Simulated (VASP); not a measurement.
Method: AM05 GGA, VASP's PBE PAW potentials (set 64) (plane waves; VASP).

A VASP calculation is set up with these files.

### KPOINTS
```
k-points along high-symmetry lines
15
Line-mode
Reciprocal
  0.000000   0.000000   0.000000 ! GAMMA
  0.000000   0.500000   0.000000 ! X

  0.000000   0.500000   0.000000 ! X
  0.500000   0.500000   0.000000 ! M

  0.500000   0.500000   0.000000 ! M
  0.000000   0.000000   0.000000 ! GAMMA

  0.000000   0.000000   0.000000 ! GAMMA
  0.500000   0.500000   0.500000 ! R

  0.500000   0.500000   0.500000 ! R
  0.000000   0.500000   0.000000 ! X

  0.500000   0.500000   0.500000 ! R
  0.500000   0.500000   0.000000 ! M
```

INCAR:
```
! general
SYSTEM   =  CsPbBr3
PREC     =  Accurate
ENCUT    =  520
LREAL    =  .False.
LASPH    =  .True.
ICHARG   =  11

! electronic loop
EDIFF    =  1E-7
NELM     =  100
ALGO     =  Normal
LMAXMIX  =  4

! smearing
ISMEAR   =  0
SIGMA    =  0.05

! functional
GGA      =  AM

! output
LWAVE    =  .False.
LCHARG   =  .False.
LORBIT   =  11
```

File POSCAR:
```
CsPbBr3
1
    5.9448708709     0.0000000000     0.0000000000
    0.0000000000     5.9448708709     0.0000000000
    0.0000000000     0.0000000000     5.9448708709
Cs Pb Br
1 1 3
Direct
  0.0000000000   0.0000000000   0.0000000000
  0.5000000000   0.5000000000   0.5000000000
  0.5000000000   0.0000000000   0.5000000000
  0.0000000000   0.5000000000   0.5000000000
  0.5000000000   0.5000000000   0.0000000000
```

POTCAR, in this order: Cs_sv Pb_d Br (PBE.64 set). Program: vasp_std. Read from the step before: CHGCAR.

The resulting files:

**OSZICAR**
```
       N       E                     dE             d eps       ncg     rms          rms(c)
DAV:   1     0.401322254403E+03    0.40132E+03   -0.18832E+04  4680   0.149E+03
DAV:   2     0.335796953335E+02   -0.36774E+03   -0.36038E+03  5844   0.330E+02
DAV:   3    -0.134046925644E+02   -0.46984E+02   -0.46035E+02  5646   0.129E+02
DAV:   4    -0.152583694139E+02   -0.18537E+01   -0.18482E+01  5770   0.331E+01
DAV:   5    -0.153217582002E+02   -0.63389E-01   -0.63354E-01  5994   0.526E+00
DAV:   6    -0.153244043215E+02   -0.26461E-02   -0.26457E-02  6358   0.114E+00
DAV:   7    -0.153245035577E+02   -0.99236E-04   -0.99231E-04  6112   0.178E-01
DAV:   8    -0.153245073483E+02   -0.37906E-05   -0.37906E-05  6886   0.359E-02
DAV:   9    -0.153245073713E+02   -0.22994E-07   -0.22992E-07  4818   0.248E-03
   1 F= -.15324507E+02 E0= -.15324507E+02  d E =-.136988E-11
```

File OUTCAR:
```
 val. band max:        0.8534174857   @ k =   0.5000   0.5000   0.5000

 cond. band min:       2.4962173559   @ k =   0.5000   0.5000   0.5000



 k-point     1 :       0.0000    0.0000    0.0000
  band No.  band energies     occupation
      1     -20.4976      2.00000
      2     -15.8801      2.00000
      3     -15.8801      2.00000
      4     -15.7525      2.00000
      5     -15.7525      2.00000
      6     -15.7525      2.00000
      7     -13.6253      2.00000
      8     -12.9885      2.00000
      9     -12.9885      2.00000
     10      -7.2493      2.00000
     11      -7.2493      2.00000
     12      -7.2493      2.00000
     13      -6.1006      2.00000
     14      -3.1528      2.00000
     15      -3.1528      2.00000
     16      -3.1528      2.00000
     17      -1.0353      2.00000
     18      -1.0353      2.00000
     19      -1.0353      2.00000
     20      -0.9367      2.00000
     21      -0.9367      2.00000
     22      -0.9367      2.00000
     23       4.1292      0.00000
     24       5.2964      0.00000
     25       5.2964      0.00000
     26       5.9752      0.00000

 k-point     2 :       0.0000    0.0357    0.0000
  band No.  band energies     occupation
      1     -20.4976      2.00000
      2     -15.8801      2.00000
      3     -15.8794      2.00000
      4     -15.7525      2.00000
      5     -15.7525      2.00000
      6     -15.7525      2.00000
      7     -13.6240      2.00000
      8     -12.9909      2.00000
      9     -12.9885      2.00000
     10      -7.2492      2.00000
     11      -7.2492      2.00000
     12      -7.2492      2.00000
     13      -6.1126      2.00000
     14      -3.1518      2.00000
     15      -3.1518      2.00000
     16      -3.1289      2.00000
     17      -1.0368      2.00000
     18      -1.0367      2.00000
     19      -1.0367      2.00000
     20      -0.9382      2.00000
     21      -0.9382      2.00000
     22      -0.9381      2.00000
     23       4.1415      0.00000
...
```

The density is held fixed in this step, so its total energy and stress have no physical meaning. Unless said otherwise, spin-orbit coupling is left out, though it shifts the bands of the heavy elements here.

The compound is CsPbBr3 in the cubic perovskite structure, the ideal cubic form; the compound distorts at low or room temperature. It was relaxed first.
